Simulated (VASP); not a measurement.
These are AM05 GGA, VASP's PBE PAW potentials (set 64) (plane waves; VASP) values and carry that method's errors.

A VASP calculation is set up with these files.

INCAR:
```
! general
SYSTEM  = MgI2
PREC    = Accurate
ENCUT   = 520   ! plane-wave cut-off (eV)
LREAL   = .FALSE.
LASPH   = .TRUE.   ! aspherical one-centre terms

! electronic loop
EDIFF   = 1E-6
NELM    = 100
ALGO    = Normal   ! blocked Davidson
LMAXMIX = 4

! smearing
ISMEAR  = 0   ! Gaussian
SIGMA   = 0.05   ! width (eV)

! functional
GGA     = AM

! ions
IBRION  = 2   ! conjugate gradients
NSW     = 60
ISIF    = 3   ! ions, shape and volume
EDIFFG  = -0.02

! output
LWAVE   = .FALSE.
LCHARG  = .FALSE.
```

### KPOINTS
```
kpoints
0
Gamma
 6 6 3
0 0 0
```

**POSCAR**
```
MgI2
1.0
  2.0888940447  -3.6180701842   0.0000000000
  2.0888940447   3.6180701842   0.0000000000
  0.0000000000   0.0000000000   8.7211266321
Mg I
1 2
Cartesian
  0.0000000000   0.0000000000   0.0000000000
  2.0888940447   1.2060258068   1.6578740347
  2.0888940447  -1.2060258068   7.0632525974
```

POTCAR, in this order: Mg I (PBE.64 set). Program: vasp_std.

The resulting files:

OSZICAR:
```
       N       E                     dE             d eps       ncg     rms          rms(c)
DAV:   1     0.894124394358E+02    0.89412E+02   -0.56473E+03   408   0.102E+03
DAV:   2     0.370863003567E+00   -0.89042E+02   -0.82515E+02   588   0.150E+02
DAV:   3    -0.778897531186E+01   -0.81598E+01   -0.81261E+01   528   0.552E+01
DAV:   4    -0.800089625169E+01   -0.21192E+00   -0.21185E+00   560   0.107E+01
DAV:   5    -0.800415521242E+01   -0.32590E-02   -0.32588E-02   528   0.144E+00    0.391E+00
DAV:   6    -0.785497972021E+01    0.14918E+00   -0.17079E-01   456   0.222E+00    0.258E+00
DAV:   7    -0.782241189069E+01    0.32568E-01   -0.15763E-01   448   0.219E+00    0.711E-01
DAV:   8    -0.782056264042E+01    0.18493E-02   -0.11713E-02   480   0.650E-01    0.259E-01
DAV:   9    -0.782070877923E+01   -0.14614E-03   -0.10179E-03   500   0.255E-01    0.935E-02
DAV:  10    -0.782069704941E+01    0.11730E-04   -0.36864E-05   516   0.495E-02    0.373E-02
DAV:  11    -0.782071765162E+01   -0.20602E-04   -0.24159E-05   460   0.346E-02    0.193E-02
DAV:  12    -0.782072188701E+01   -0.42354E-05   -0.20311E-06   456   0.108E-02    0.154E-02
DAV:  13    -0.782072432714E+01   -0.24401E-05   -0.22481E-06   432   0.108E-02    0.181E-02
DAV:  14    -0.782072391580E+01    0.41135E-06   -0.26782E-07   384   0.328E-03
   1 F= -.78207239E+01 E0= -.78207239E+01  d E =-.782072E+01
       N       E                     dE             d eps       ncg     rms          rms(c)
DAV:   1    -0.782203423193E+01   -0.13099E-02   -0.23005E-02   436   0.805E-01    0.149E-01
DAV:   2    -0.782126111742E+01    0.77311E-03   -0.12595E-03   424   0.236E-01    0.754E-02
DAV:   3    -0.782106144435E+01    0.19967E-03   -0.55436E-04   472   0.121E-01    0.298E-02
DAV:   4    -0.782105089599E+01    0.10548E-04   -0.20161E-05   476   0.308E-02    0.347E-02
DAV:   5    -0.782104506749E+01    0.58285E-05   -0.16041E-05   524   0.243E-02    0.549E-03
DAV:   6    -0.782104474474E+01    0.32274E-06   -0.18315E-06   268   0.926E-03
   2 F= -.78210447E+01 E0= -.78210447E+01  d E =-.320829E-03
       N       E                     dE             d eps       ncg     rms          rms(c)
DAV:   1    -0.782122201463E+01   -0.17695E-03   -0.32031E-03   436   0.300E-01    0.565E-02
DAV:   2    -0.782111391607E+01    0.10810E-03   -0.17629E-04   424   0.880E-02    0.291E-02
DAV:   3    -0.782108645263E+01    0.27463E-04   -0.77738E-05   472   0.454E-02    0.107E-02
DAV:   4    -0.782108497346E+01    0.14792E-05   -0.27659E-06   440   0.115E-02    0.124E-02
DAV:   5    -0.782108393323E+01    0.10402E-05   -0.20621E-06   308   0.937E-03    0.164E-03
DAV:   6    -0.782108389750E+01    0.35731E-07   -0.35148E-07   232   0.476E-03
   3 F= -.78210839E+01 E0= -.78210839E+01  d E =-.359982E-03
       N       E                     dE             d eps       ncg     rms          rms(c)
DAV:   1    -0.782110889245E+01   -0.24959E-04   -0.49942E-04   436   0.119E-01    0.225E-02
DAV:   2    -0.782109198008E+01    0.16912E-04   -0.27557E-05   424   0.347E-02    0.115E-02
DAV:   3    -0.782108781928E+01    0.41608E-05   -0.12258E-05   472   0.180E-02    0.423E-03
DAV:   4    -0.782108756510E+01    0.25418E-06   -0.36306E-07   216   0.457E-03
   4 F= -.78210876E+01 E0= -.78210876E+01  d E =-.363649E-03
       N       E                     dE             d eps       ncg     rms          rms(c)
DAV:   1    -0.782138090209E+01   -0.29308E-03   -0.78001E-03   452   0.476E-01    0.526E-02
DAV:   2    -0.782126131744E+01    0.11958E-03   -0.17157E-04   480   0.101E-01    0.323E-02
DAV:   3    -0.782118361729E+01    0.77700E-04   -0.15267E-04   496   0.725E-02    0.133E-02
DAV:   4    -0.782118398619E+01   -0.36890E-06   -0.90714E-06   476   0.196E-02
   5 F= -.78211840E+01 E0= -.78211840E+01  d E =-.964211E-04
```

File OUTCAR:
```
------------------------ aborting loop because EDIFF is reached ----------------------------------------
  FORCE on cell =-STRESS in cart. coord.  units (eV):
  Direction    XX          YY          ZZ          XY          YZ          ZX
  --------------------------------------------------------------------------------------
  Total       -0.0006641     -0.0006641      0.0575643     -0.0000000      0.0000000      0.0000000
  in kB       -0.0081083     -0.0081083      0.7028228     -0.0000000      0.0000000      0.0000000
  external PRESSURE =       0.2288687 kB  Pullay stress =       0.0000000 kB
  volume of cell :      131.23
      direct lattice vectors                 reciprocal lattice vectors
     2.081917860 -3.605987083  0.000000000     0.240163173 -0.138658289 -0.000000000
     2.081917860  3.605987083  0.000000000     0.240163173  0.138658289  0.000000000
     0.000000000 -0.000000000  8.739774249    -0.000000000  0.000000000  0.114419431
 POSITION                                       TOTAL-FORCE (eV/Angst)
 -----------------------------------------------------------------------------------
      2.08192      3.60599      0.00000         0.000000     -0.000000      0.000000
      2.08192      1.20200      1.66115         0.000000      0.000000     -0.001804
      2.08192     -1.20200      7.07863        -0.000000     -0.000000      0.001804
 -----------------------------------------------------------------------------------
    total drift:                                0.000000     -0.000000      0.000000
  FREE ENERGIE OF THE ION-ELECTRON SYSTEM (eV)
  ---------------------------------------------------
  free  energy   TOTEN  =        -7.8211839862 eV

  energy  without entropy=       -7.8211839862  energy(sigma->0) =       -7.82118399

 reached required accuracy - stopping structural energy minimisation
```
(Selected blocks of OUTCAR.)

**CONTCAR**
```
MgI2
   1.00000000000000
     2.0819178604020934   -3.6059870828887579    0.0000000000000000
     2.0819178604020934    3.6059870828887579    0.0000000000000000
     0.0000000000000000   -0.0000000000000000    8.7397742493236965
  Mg              I
     1     2
Direct
     0.0000000000000000    1.0000000000000000    0.0000000000000000
     0.3333330000000032    0.6666669999999968    0.1900677462518169
     0.6666669999999968    0.3333330000000032    0.8099322537481831
```

**OUTCAR**
```
 val. band max:        0.2917535971   @ k =   0.0000   0.0000   0.0000

 cond. band min:       3.9682352423   @ k =   0.5000   0.0000   0.3333


 Fermi energy:         0.5381880996

 k-point     1 :       0.0000    0.0000    0.0000
  band No.  band energies     occupation
      1     -11.5890      2.00000
      2     -11.0462      2.00000
      3      -2.7173      2.00000
      4      -0.2255      2.00000
      5       0.0030      2.00000
      6       0.0030      2.00000
      7       0.2917      2.00000
      8       0.2918      2.00000
      9       4.2088      0.00000
     10       5.1769      0.00000
     11       6.7980      0.00000
     12       6.9977      0.00000

 k-point     2 :       0.1667    0.0000    0.0000
  band No.  band energies     occupation
      1     -11.4556      2.00000
      2     -10.9677      2.00000
      3      -2.6062      2.00000
      4      -1.0202      2.00000
      5      -0.4829      2.00000
      6      -0.2904      2.00000
      7      -0.1286      2.00000
      8       0.2128      2.00000
      9       4.9321      0.00000
     10       5.7120      0.00000
     11       6.4768      0.00000
     12       7.2791      0.00000

 k-point     3 :       0.3333   -0.0000    0.0000
  band No.  band energies     occupation
      1     -11.1428      2.00000
      2     -10.8196      2.00000
      3      -2.7647      2.00000
      4      -2.1848      2.00000
      5      -1.2091      2.00000
      6      -0.7136      2.00000
      7      -0.2112      2.00000
      8      -0.0229      2.00000
      9       4.4125      0.00000
     10       5.7917      0.00000
     11       6.4306      0.00000
     12       7.4644      0.00000

 k-point     4 :       0.5000    0.0000    0.0000
  band No.  band energies     occupation
      1     -10.9322      2.00000
      2     -10.7773      2.00000
      3      -3.1912      2.00000
      4      -2.5583      2.00000
      5      -1.0750      2.00000
      6      -0.8881      2.00000
...
```

Without a dispersion term in the relaxation, distances and binding between the weakly bound layers, chains or molecules are unreliable, and so is what depends on them. Unless said otherwise, spin-orbit coupling is left out, though it shifts the bands of the heavy elements here.

The compound is MgI2 in the 1T layered structure. This run relaxes it. Symmetry was kept, so distortions that lower it aren't found. The start is the result of an earlier pass.
